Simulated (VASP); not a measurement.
# NiSb (Breithauptite) with LDA + U: from relaxation to properties, part 2 of 2

What structure does NiSb (Breithauptite) take at this level, and what are its properties? The start is a cell from a database of measured crystal structures.

VASP 6.6.1, plane waves and PAW; the level of theory is named at each step.

Still holding for the runs below: This run allows spin, but its moments start at zero, where symmetry between the spins tends to hold them, which is where the search above led. A U on the itinerant d states of such a compound is hard to justify; it moves the bands at the Fermi level.

So far. Step 9 (Second relaxation): It ends with forces that vanish by symmetry and a pressure of -0.02 GPa. The volume moved by only 0.13 %, so the volume is settled. Step 10 (Single point with fields (LDA + U)): In this run the pressure is 0.07 GPa, small enough to go on; single stress components reach 0.07 GPa.

## Step 11: Band structure (LDA + U)

The mesh alone shows little of the dispersion and can miss band extrema, so KPOINTS_OPT adds a path through the symmetry points after the self-consistent cycle.

Input file INCAR:

```
SYSTEM = NiSb
PREC = Accurate
ENCUT = 400
EDIFF = 1E-06
NELM = 100
ISMEAR = 0
SIGMA = 0.05
LREAL = .FALSE.
ALGO = Normal
GGA = CA
NBANDS = 31
ISPIN = 2
MAGMOM = 0 0 -0 -0
LDAU = .TRUE.
LDAUTYPE = 2
LDAUL = 2 -1
LDAUU = 4 0
LDAUJ = 0 0
LDAUPRINT = 1
LASPH = .TRUE.
LMAXMIX = 4
LORBIT = 11
LWAVE = .FALSE.
LCHARG = .FALSE.
KPAR = 8
```

Input file POSCAR:

```
NiSb
1.0
    3.8277166359      0.0000000000      0.0000000000
   -1.9138583179      3.3148998451      0.0000000000
    0.0000000000      0.0000000000      4.9966405976
Ni Sb
2 2
Direct
    0.0000000000      0.0000000000      0.0000000000
    0.0000000000      0.0000000000      0.5000000000
    0.3333333333      0.6666666667      0.2500000000
    0.6666666667      0.3333333333      0.7500000000
```

Input file KPOINTS:

```
Automatic mesh
0
Gamma
7 7 5
0 0 0
```

Input file KPOINTS_OPT:

```
Line mode
16
Line-mode
Reciprocal
  0.00000000   0.00000000   0.00000000 GAMMA
  0.50000000   0.00000000   0.00000000 M

  0.50000000   0.00000000   0.00000000 M
  0.33333333   0.33333333   0.00000000 K

  0.33333333   0.33333333   0.00000000 K
  0.00000000   0.00000000   0.00000000 GAMMA

  0.00000000   0.00000000   0.00000000 GAMMA
  0.00000000   0.00000000   0.50000000 A

  0.00000000   0.00000000   0.50000000 A
  0.50000000   0.00000000   0.50000000 L

  0.50000000   0.00000000   0.50000000 L
  0.33333333   0.33333333   0.50000000 H

  0.33333333   0.33333333   0.50000000 H
  0.00000000   0.00000000   0.50000000 A

  0.50000000   0.00000000   0.50000000 L
  0.50000000   0.00000000   0.00000000 M

  0.33333333   0.33333333   0.00000000 K
  0.33333333   0.33333333   0.50000000 H
```

The projector-augmented-wave data sets are Ni and Sb (LDA family, release 64).

Launch:

```sh
> mpirun -np 8 vasp_std
```

Run time: 27 s. Hardware: 8 MPI ranks of AMD EPYC 9R45, shared host; peak memory 1.8 GiB; 3.1 min of CPU time.

Spin-orbit coupling is off here; it can split and shift levels that hold much weight on Sb by tenths of an eV or more.

This step gave:

| Item | Value |
| --- | --- |
| bands | 31 |
| pressure | -0.002263 GPa |

Both spin channels agree. The electronic bands at the labelled points (eV, zero at the Fermi level; # counts the bands kept in this run):

| point | #11 | #12 | #13 | #14 | #15 | #16 | #17 | #18 |
| --- | --- | --- | --- | --- | --- | --- | --- | --- |
| Γ | -1.97 | -0.44 | 0.91 | 0.91 | 2.64 | 2.64 | 3.42 | 4.48 |
| 0.47 of the way | -1.97 | -1.97 | -0.91 | -0.71 | 1.17 | 2.97 | 3.96 | 4.45 |
| M | -2.57 | -2.20 | -2.06 | -1.97 | -0.41 | 1.14 | 3.50 | 4.33 |
| 0.47 of the way | -2.19 | -2.14 | -2.05 | -1.89 | 0.09 | 0.70 | 2.44 | 3.95 |
| K | -2.05 | -2.05 | -1.91 | -0.78 | -0.78 | 0.71 | 0.71 | 3.23 |
| 0.47 of the way | -2.05 | -1.97 | -1.74 | -0.89 | 2.06 | 2.14 | 2.17 | 4.65 |
| Γ | -1.97 | -0.44 | 0.91 | 0.91 | 2.64 | 2.64 | 3.42 | 4.48 |
| 0.53 of the way | -2.40 | -0.54 | 1.54 | 1.54 | 2.62 | 2.62 | 2.85 | 4.07 |
| A | -2.91 | 0.52 | 0.52 | 2.33 | 2.33 | 2.33 | 2.33 | 5.57 |
| 0.47 of the way | -2.87 | -0.73 | -0.73 | 1.13 | 1.13 | 1.53 | 1.53 | 4.90 |
| L | -2.62 | -2.55 | -2.55 | 0.20 | 0.20 | 1.97 | 1.97 | 5.55 |
| 0.47 of the way | -2.69 | -2.33 | -2.33 | -1.01 | -1.01 | 3.61 | 3.61 | 6.15 |
| H | -2.81 | -1.95 | -1.95 | -1.84 | -1.84 | 4.65 | 4.65 | 7.81 |
| 0.47 of the way | -2.79 | -1.10 | -1.10 | -0.68 | -0.68 | 2.86 | 2.86 | 6.11 |
| A | -2.91 | 0.52 | 0.52 | 2.33 | 2.33 | 2.33 | 2.33 | 5.57 |
| jump to L | -2.62 | -2.55 | -2.55 | 0.20 | 0.20 | 1.97 | 1.97 | 5.55 |
| 0.47 of the way | -2.61 | -2.33 | -2.20 | -1.20 | 0.60 | 2.12 | 2.44 | 4.16 |
| M | -2.57 | -2.20 | -2.06 | -1.97 | -0.41 | 1.14 | 3.50 | 4.33 |
| jump to K | -2.05 | -2.05 | -1.91 | -0.78 | -0.78 | 0.71 | 0.71 | 3.23 |
| 0.47 of the way | -2.23 | -2.05 | -2.05 | -1.40 | -1.40 | 2.34 | 2.34 | 4.87 |
| H | -2.81 | -1.95 | -1.95 | -1.84 | -1.84 | 4.65 | 4.65 | 7.81 |

Of the projections kept (Ni, Sb), the largest for each band there, as a share of the weight inside these atoms' spheres; weight between the spheres isn't counted:

| point | #11 | #12 | #13 | #14 | #15 | #16 | #17 | #18 |
| --- | --- | --- | --- | --- | --- | --- | --- | --- |
| Γ | Ni 1.00 | Ni 0.95 | Sb 0.64 | Sb 0.64 | Ni 0.56 | Ni 0.56 | Sb 0.74 | Sb 0.97 |
| M | Ni 1.00 | Ni 0.99 | Ni 0.99 | Ni 1.00 | Ni 0.78 | Ni 0.77 | Ni 0.72 | Sb 0.58 |
| K | Ni 0.99 | Ni 0.99 | Ni 0.50 | Ni 0.71 | Ni 0.71 | Ni 0.64 | Ni 0.64 | Ni 0.82 |
| Γ | Ni 1.00 | Ni 0.95 | Sb 0.64 | Sb 0.64 | Ni 0.56 | Ni 0.56 | Sb 0.74 | Sb 0.97 |
| A | Ni 0.99 | Sb 0.68 | Sb 0.68 | Ni 0.50 | Ni 0.50 | Ni 0.50 | Ni 0.50 | Ni 0.52 |
| L | Ni 0.97 | Ni 0.95 | Ni 0.95 | Ni 0.65 | Ni 0.65 | Ni 0.57 | Ni 0.57 | Sb 0.59 |

There is no gap at this level.

## Step 12: Density of states (LDA + U)

Here the states are counted by energy and projected on the atoms. The mesh is finer than in the run before.

Edit INCAR of step 11 so:

```diff
@@ -5,3 +5,3 @@
 NELM = 100
-ISMEAR = 0
+ISMEAR = -5
 SIGMA = 0.05
@@ -25 +25,2 @@
 KPAR = 8
+NEDOS = 2001
```

POSCAR is that of step 11.

Input file KPOINTS:

```
Automatic mesh
0
Gamma
10 10 7
0 0 0
```

Launch:

```sh
> mpirun -np 8 vasp_std
```

Run time: 16 s. Hardware: 8 MPI ranks; peak memory 1.9 GiB.

With tetrahedra the forces and stress of a metal are not exact derivatives of the energy.

Numbers from this step:

* SCF cycles: 15
* irreducible k-points: 56
* free energy (TOTEN): -19.54 eV
* Fermi energy: 10.82 eV
* pressure: -0.1246 GPa
* DOS at the Fermi level, one point of the energy grid: 1.867 states/eV/cell

The density of states has structure finer than the step of the table below, so its rows give means over 0.5 eV, whole bins alone (the curve runs from -12.0 to 5.80 eV). Peaks (eV: height): total -3.49: 11.8, -3.16: 9.16, -2.75: 17.7, -2.09: 9.57; Ni d -3.49: 8.81, -3.16: 6.70, -2.75: 15.2, -2.09: 8.52; Sb p -4.36: 0.695, -4.02: 0.806, -3.42: 0.897, -3.16: 0.626; Ni p -3.49: 0.373, -3.16: 0.432, -2.96: 0.393, -2.75: 0.278; Ni s -6.36: 0.325, -4.02: 0.256, 5.00: 0.256, 5.67: 0.387.

States under -12.0 eV and over 5.8 eV are left out; both spin channels agree and are summed. Density of states against energy, zero at the Fermi level; means over each step; values in states/eV/cell:

| energy (eV) | total | Ni d | Sb p | Ni p | Ni s | Sb s |
| --- | --- | --- | --- | --- | --- | --- |
| -11.5 | 0.705 | 0.00764 | 0.0157 | 0.0300 | 0.0638 | 0.321 |
| -11.0 | 1.04 | 0.0178 | 0.0229 | 0.0557 | 0.0662 | 0.492 |
| -10.5 | 1.25 | 0.0391 | 0.0235 | 0.0723 | 0.0539 | 0.624 |
| -10.0 | 1.73 | 0.118 | 0.0246 | 0.0784 | 0.0613 | 0.913 |
| -9.5 | 1.29 | 0.113 | 0.0201 | 0.0537 | 0.0373 | 0.691 |
| -9.0 | 0.552 | 0.0482 | 0.00747 | 0.0286 | 0.0100 | 0.306 |
| -8.5 | 0.0786 | 0.00434 | 7.6e-4 | 0.00571 | 0.00113 | 0.0447 |
| -8.0 | 0 | 0 | 0 | 0 | 0 | 0 |
| -7.5 | 0 | 0 | 0 | 0 | 0 | 0 |
| -7.0 | 0.0398 | 0.00379 | 0.00955 | 0.00220 | 0.00574 | 6.6e-4 |
| -6.5 | 1.37 | 0.181 | 0.302 | 0.0584 | 0.229 | 0.0439 |
| -6.0 | 2.06 | 0.362 | 0.470 | 0.101 | 0.225 | 0.0628 |
| -5.5 | 1.67 | 0.432 | 0.359 | 0.0707 | 0.136 | 0.0615 |
| -5.0 | 2.09 | 0.763 | 0.388 | 0.0853 | 0.140 | 0.0562 |
| -4.5 | 3.21 | 1.71 | 0.505 | 0.104 | 0.114 | 0.0318 |
| -4.0 | 4.96 | 3.12 | 0.588 | 0.146 | 0.157 | 0.0170 |
| -3.5 | 7.12 | 5.18 | 0.595 | 0.215 | 0.0346 | 0.0261 |
| -3.0 | 9.17 | 7.27 | 0.441 | 0.298 | 0.0724 | 0.0366 |
| -2.5 | 7.45 | 6.38 | 0.212 | 0.150 | 0.0823 | 0.0155 |
| -2.0 | 5.53 | 4.73 | 0.200 | 0.108 | 0.0541 | 0.0238 |
| -1.5 | 2.70 | 1.86 | 0.227 | 0.129 | 0.0419 | 0.0431 |
| -1.0 | 2.07 | 1.26 | 0.237 | 0.123 | 0.0332 | 0.0469 |
| -0.5 | 1.84 | 0.978 | 0.269 | 0.124 | 0.0319 | 0.0576 |
| 0.0 | 1.56 | 0.686 | 0.268 | 0.113 | 0.0309 | 0.0984 |
| 0.5 | 1.75 | 0.688 | 0.331 | 0.125 | 0.0418 | 0.128 |
| 1.0 | 1.17 | 0.395 | 0.258 | 0.0878 | 0.0287 | 0.0752 |
| 1.5 | 1.72 | 0.530 | 0.410 | 0.125 | 0.0583 | 0.101 |
| 2.0 | 1.59 | 0.442 | 0.416 | 0.112 | 0.0460 | 0.0906 |
| 2.5 | 1.37 | 0.343 | 0.409 | 0.0815 | 0.0365 | 0.0647 |
| 3.0 | 1.61 | 0.390 | 0.500 | 0.0808 | 0.0475 | 0.0605 |
| 3.5 | 1.43 | 0.310 | 0.479 | 0.0618 | 0.0491 | 0.0366 |
| 4.0 | 0.980 | 0.192 | 0.234 | 0.0311 | 0.0913 | 0.0141 |
| 4.5 | 1.24 | 0.190 | 0.162 | 0.0468 | 0.160 | 0.0256 |
| 5.0 | 1.86 | 0.203 | 0.179 | 0.113 | 0.233 | 0.0496 |
| 5.5 | 1.86 | 0.186 | 0.217 | 0.122 | 0.283 | 0.0446 |

The finer mesh and the other smearing move the Fermi level by -0.02 eV from the 7×7×5 run, a small shift, which tests the Fermi level alone. Of the states within 0.3 eV of the Fermi level, the largest shares in the PAW spheres are Ni d 44 %, Sb p 17 % and Ni p 7 %. The rest lies in smaller channels or between the spheres.

## Step 13: Field gradients at the nuclei (LDA + U)

Field gradients probe how far the charge around each nucleus departs from cubic symmetry; LASPH keeps the non-spherical terms inside the spheres.

Edit INCAR of step 12 so:

```diff
@@ -3,5 +3,5 @@
 ENCUT = 400
-EDIFF = 1E-06
+EDIFF = 1E-07
 NELM = 100
-ISMEAR = -5
+ISMEAR = 0
 SIGMA = 0.05
@@ -10,3 +10,3 @@
 GGA = CA
-NBANDS = 31
+NBANDS = 23
 ISPIN = 2
@@ -25,2 +25,2 @@
 KPAR = 8
-NEDOS = 2001
+LEFG = .TRUE.
```

POSCAR is that of step 12.

Input file KPOINTS:

```
Automatic mesh
0
Gamma
7 7 5
0 0 0
```

Launch:

```sh
> mpirun -np 8 vasp_std
```

Run time: 6.4 s. Hardware: 8 MPI ranks; peak memory 1.4 GiB.

Numbers from this step:

```
bands                : 23
irreducible k-points : 24
free energy (TOTEN)  : -19.55 eV
Fermi energy         : 10.84 eV
pressure             : -0.02027 GPa
```

Electric field gradients, by row:

| atom | Vxx (V/Å²) | Vyy (V/Å²) | Vzz (V/Å²) | asymmetry |
| --- | --- | --- | --- | --- |
| Ni1 | 15.49 | 15.48 | -30.97 | 0 |
| Ni2 | 15.49 | 15.48 | -30.97 | 0 |
| Sb3 | -50.98 | -50.98 | 102 | 0 |
| Sb4 | -50.98 | -50.98 | 102 | 0 |

The largest gradient, 101.95 V/Å², sits on Sb3 and like sites; times the quadrupole moment of a nucleus that has one, it gives the coupling that NMR and NQR see.

## Step 14: Volume scan with LDA + U, volume scale 0.94

An equation of state needs energies on both sides of the minimum, all on one mesh and cutoff.

Edit INCAR of step 13 so:

```diff
@@ -3,3 +3,3 @@
 ENCUT = 400
-EDIFF = 1E-07
+EDIFF = 1E-06
 NELM = 100
@@ -25,2 +25,2 @@
 KPAR = 8
-LEFG = .TRUE.
+ISIF = 2
```

Input file POSCAR:

```
NiSb
1.0
    3.7495780446      0.0000000000      0.0000000000
   -1.8747890223      3.2472298400      0.0000000000
    0.0000000000      0.0000000000      4.8946397197
Ni Sb
2 2
Direct
    0.0000000000      0.0000000000      0.0000000000
    0.0000000000      0.0000000000      0.5000000000
    0.3333333333      0.6666666667      0.2500000000
    0.6666666667      0.3333333333      0.7500000000
```

KPOINTS is that of step 13.

Launch:

```sh
> mpirun -np 8 vasp_std
```

Elapsed: 4.2 s, on 8 MPI ranks; peak memory 1.2 GiB.

The scan keeps the cell's shape and the fractional positions fixed.

Numbers from this step:

| Quantity | Value |
| --- | --- |
| SCF cycles | 14 |
| free energy (TOTEN) | -19.42 eV |
| energy at zero smearing | -19.42 eV |
| Fermi energy | 11.84 eV |
| pressure | 10.65 GPa |

The pressure here is 10.65 GPa.

## Step 15: Volume scan with LDA + U, volume scale 0.96

INCAR is that of step 14.

Input file POSCAR:

```
NiSb
1.0
    3.7759843938      0.0000000000      0.0000000000
   -1.8879921969      3.2700984093      0.0000000000
    0.0000000000      0.0000000000      4.9291101492
Ni Sb
2 2
Direct
    0.0000000000      0.0000000000      0.0000000000
    0.0000000000      0.0000000000      0.5000000000
    0.3333333333      0.6666666667      0.2500000000
    0.6666666667      0.3333333333      0.7500000000
```

KPOINTS is that of step 14.

Launch:

```sh
> mpirun -np 8 vasp_std
```

Run time: 4.6 s. Hardware: 8 MPI ranks; peak memory 1.3 GiB; 32 s of CPU time.

This step gave:

```yaml
free_energy_toten: -19.49 eV
energy_at_zero_smearing: -19.49 eV
fermi_energy: 11.50 eV
pressure: 6.684 GPa
```

The pressure falls from 10.65 to 6.68 GPa.

The run ends at a pressure of 6.68 GPa.

## Step 16: Volume scan with LDA + U, volume scale 0.98

INCAR is that of step 15.

Input file POSCAR:

```
NiSb
1.0
    3.8020264884      0.0000000000      0.0000000000
   -1.9010132442      3.2926515248      0.0000000000
    0.0000000000      0.0000000000      4.9631050865
Ni Sb
2 2
Direct
    0.0000000000      0.0000000000      0.0000000000
    0.0000000000      0.0000000000      0.5000000000
    0.3333333333      0.6666666667      0.2500000000
    0.6666666667      0.3333333333      0.7500000000
```

KPOINTS is that of step 15.

Launch:

```sh
> mpirun -np 8 vasp_std
```

Wall time 4.4 s (8 MPI ranks); peak memory 1.3 GiB; 31 s of CPU time.

The pressure falls from 6.68 to 3.18 GPa.

The run ends at a pressure of 3.18 GPa.

## Step 17: Volume scan with LDA + U, volume scale 1

INCAR is that of step 16.

Input file POSCAR:

```
NiSb
1.0
    3.8277166359      0.0000000000      0.0000000000
   -1.9138583179      3.3148998451      0.0000000000
    0.0000000000      0.0000000000      4.9966405976
Ni Sb
2 2
Direct
    0.0000000000      0.0000000000      0.0000000000
    0.0000000000      0.0000000000      0.5000000000
    0.3333333333      0.6666666667      0.2500000000
    0.6666666667      0.3333333333      0.7500000000
```

KPOINTS is that of step 16.

Launch:

```sh
> mpirun -np 8 vasp_std
```

It took 5.2 s on 8 MPI ranks; peak memory 1.4 GiB.

The pressure falls from 3.18 to 0.08 GPa.

The run ends at a pressure of 0.08 GPa.

## Step 18: Volume scan with LDA + U, volume scale 1.02

INCAR is that of step 17.

Input file POSCAR:

```
NiSb
1.0
    3.8530664915      0.0000000000      0.0000000000
   -1.9265332457      3.3368534640      0.0000000000
    0.0000000000      0.0000000000      5.0297318971
Ni Sb
2 2
Direct
    0.0000000000      0.0000000000      0.0000000000
    0.0000000000      0.0000000000      0.5000000000
    0.3333333333      0.6666666667      0.2500000000
    0.6666666667      0.3333333333      0.7500000000
```

KPOINTS is that of step 17.

Launch:

```sh
> mpirun -np 8 vasp_std
```

It took 5.2 s on 8 MPI ranks; peak memory 1.4 GiB.

The pressure falls from 0.08 to -2.75 GPa, so it vanishes between these two volumes.

## Step 19: Volume scan with LDA + U, volume scale 1.04

INCAR is that of step 18.

Input file POSCAR:

```
NiSb
1.0
    3.8780871048      0.0000000000      0.0000000000
   -1.9390435524      3.3585219508      0.0000000000
    0.0000000000      0.0000000000      5.0623934090
Ni Sb
2 2
Direct
    0.0000000000      0.0000000000      0.0000000000
    0.0000000000      0.0000000000      0.5000000000
    0.3333333333      0.6666666667      0.2500000000
    0.6666666667      0.3333333333      0.7500000000
```

KPOINTS is that of step 18.

Launch:

```sh
> mpirun -np 8 vasp_std
```

It took 5.4 s on 8 MPI ranks; peak memory 1.4 GiB; 39 s of CPU time.

The pressure falls from -2.75 to -5.17 GPa.

The run ends at a pressure of -5.17 GPa.

## Step 20: Volume scan with LDA + U, volume scale 1.06

A prediction first. A least-squares parabola for the 6 pressures of evenly scaled cells so far, P = 0.04 -147.7 t +380 t² GPa with t = ln(V/V₁) and V₁ the volume at scale 1, gives -7.28 GPa at t = +0.0583.

INCAR is that of step 19.

Input file POSCAR:

```
NiSb
1.0
    3.9027889626      0.0000000000      0.0000000000
   -1.9513944812      3.3799143871      0.0000000000
    0.0000000000      0.0000000000      5.0946388223
Ni Sb
2 2
Direct
    0.0000000000      0.0000000000      0.0000000000
    0.0000000000      0.0000000000      0.5000000000
    0.3333333333      0.6666666667      0.2500000000
    0.6666666667      0.3333333333      0.7500000000
```

KPOINTS is that of step 19.

Launch:

```sh
> mpirun -np 8 vasp_std
```

Elapsed: 5.4 s, on 8 MPI ranks; peak memory 1.4 GiB; 40 s of CPU time.

The pressure falls from -5.17 to -7.35 GPa. The parabola predicted -7.28 GPa, +0.07 GPa off.

## Step 21: Comparing the runs

Times are for 8 MPI ranks of AMD EPYC 9R45, shared host. Results by setting:

| no. | volume scale | energy above the lowest point (meV/atom) | pressure (GPa) | time | memory (GiB) |
| --- | --- | --- | --- | --- | --- |
| 1 | 0.94 | 32.91 | 10.65 | 4.2 s | 1.2 |
| 2 | 0.96 | 14.79 | 6.684 | 4.6 s | 1.3 |
| 3 | 0.98 | 4.06 | 3.175 | 4.4 s | 1.3 |
| 4 | 1 | 0 | 0.07569 | 5.2 s | 1.4 |
| 5 | 1.02 | 1.79 | -2.745 | 5.2 s | 1.4 |
| 6 | 1.04 | 8.6 | -5.169 | 5.4 s | 1.4 |
| 7 | 1.06 | 20.05 | -7.347 | 5.4 s | 1.4 |

## Step 22: Fit for LDA + U

This step: Birch-Murnaghan fit, LDA, DFT+U (Ni d 4 eV); plane waves and PAW (VASP 6.6.1).

This step runs nothing: it gathers the runs above.

This step gave:

```
pressure derivative of the bulk modulus : 5.272
r.m.s. error of the fit                 : 2.60e-5 eV/atom
minimum inside the sampled range        : yes
bulk modulus                            : 144.1 GPa
equilibrium volume of the fit           : 15.91 Å³/atom
```

Table of energy above the fitted minimum by volume:

| volume (Å³/atom) | energy above the fitted minimum (eV/atom) |
| --- | --- |
| 14.899 | 0.0330 |
| 15.216 | 0.0149 |
| 15.533 | 0.00415 |
| 15.850 | 8.6e-5 |
| 16.167 | 0.00188 |
| 16.484 | 0.00868 |
| 16.801 | 0.0201 |

The fit over cells of fixed shape and fractional positions puts the volume +0.36 % from the relaxed one. At a finite cutoff and mesh the minimum of the energy and the zero of the stress don't quite coincide, and the relaxation stops at a threshold.

## Step 23: Summary of results

```json
{"relaxed volume": "15.85 Å³/atom", "relaxed conventional cell a, b, c": "3.828, 3.828, 4.997 Å; angles 90.0, 90.0, 120.0°", "space group after relaxing, within 0.02 Å": "P6_3/mmc (No. 194)", "moment of the cell": "0 μB", "band gap": "none, a metal", "DOS at the Fermi level": "1.87 states/eV/cell", "largest field gradient Vzz": "101.95 V/Å² on Sb3", "bulk modulus from the fit": "144 GPa", "volume from the fit": "15.9 Å³/atom"}
```

In words: With LDA + U, NiSb (Breithauptite) relaxes to 15.85 Å³/atom in space group P6_3/mmc (held by the symmetry of the run), comes out as a metal and has a bulk modulus of 144 GPa at fixed shape and positions, an upper bound. Against the listed cell the volume lies -8.3 % (a -2.8 %, c -2.8 %). Band structure (LDA + U): Of the bands kept, 4 cross the Fermi level on this path. Spin-orbit coupling is left out, and with elements this heavy it would split and shift bands near the Fermi level. The k-sampling is coarse for a metal, so the Fermi level, pressures and the shape of the cell carry errors. In such a metal, moments, volume and the states at the Fermi level hinge on the chosen U. No search among competing phases was made, and a listed structure need not be the one stable at ambient conditions. All values are for a static lattice at zero temperature.

[Lines on the potential files, build, host, timing and source positions are cut from VASP's logs without a mark.]

[Logs are printed without paths, hosts, clocks, repeated set-up lines and the standing remarks that a program may print on its own settings, such as how far it seeks lower states.]

[Hosts, paths, dates, database ids (printed as entryN), source tags and the programs' standing remarks are cut or masked in the printed files.]

[A measured line is paired with the nearest computed mode of its activity, which favours agreement.]

[In band tables of VASP the shares of atoms and orbitals are scaled to a sum of 1 inside the atoms' spheres.]
